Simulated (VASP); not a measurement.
OSZICAR of a VASP run on GaN (wurtzite):

### OSZICAR
```
       N       E                     dE             d eps       ncg     rms          rms(c)
DAV:   1     0.297949153280E+03    0.29795E+03   -0.20017E+04  1376   0.341E+03
DAV:   2     0.749143264939E+01   -0.29046E+03   -0.28177E+03  1510   0.576E+02
DAV:   3    -0.269363369407E+02   -0.34428E+02   -0.34170E+02  1536   0.163E+02
DAV:   4    -0.282129422854E+02   -0.12766E+01   -0.12739E+01  1810   0.338E+01
DAV:   5    -0.282314887452E+02   -0.18546E-01   -0.18537E-01  1530   0.370E+00    0.115E+01
DAV:   6    -0.237063621972E+02    0.45251E+01   -0.15048E+01  2394   0.640E+01    0.311E+00
DAV:   7    -0.238658051416E+02   -0.15944E+00   -0.24359E+00  1446   0.134E+01    0.286E+00
DAV:   8    -0.238682590154E+02   -0.24539E-02   -0.36559E-01  1940   0.117E+01    0.944E-01
DAV:   9    -0.238378429378E+02    0.30416E-01   -0.14095E-01  2316   0.724E+00    0.291E-01
DAV:  10    -0.238389310390E+02   -0.10881E-02   -0.93384E-03  1514   0.100E+00    0.860E-02
DAV:  11    -0.238389529135E+02   -0.21875E-04   -0.10250E-03  2046   0.742E-01    0.169E-02
DAV:  12    -0.238389601694E+02   -0.72559E-05   -0.13474E-04  1948   0.196E-01    0.119E-02
DAV:  13    -0.238389611614E+02   -0.99203E-06   -0.18988E-05  2254   0.473E-02    0.398E-03
DAV:  14    -0.238389613495E+02   -0.18813E-06   -0.37248E-06  1768   0.151E-02    0.216E-03
DAV:  15    -0.238389613131E+02    0.36422E-07   -0.27438E-07  1346   0.527E-03
   1 F= -.16120058E+02 E0= -.16120058E+02  d E =-.161201E+02
```

Question: Which electronic solver shows in the log?

Answer: It is blocked Davidson (ALGO = Normal, or the opening steps of other solvers). The INCAR had ALGO = Normal.

Question: Can the final energy be trusted as converged?

Answer: Self-consistency was reached. It stopped with EDIFF = 1E-7, NELM = 100, NSW = 40 and EDIFFG = -0.01 after 1 ionic step (PBE GGA, plane waves, VASP's PBE PAW potentials (set 64)).

The compound is GaN in the wurtzite structure. It was relaxed first under an external pressure of 30 GPa.
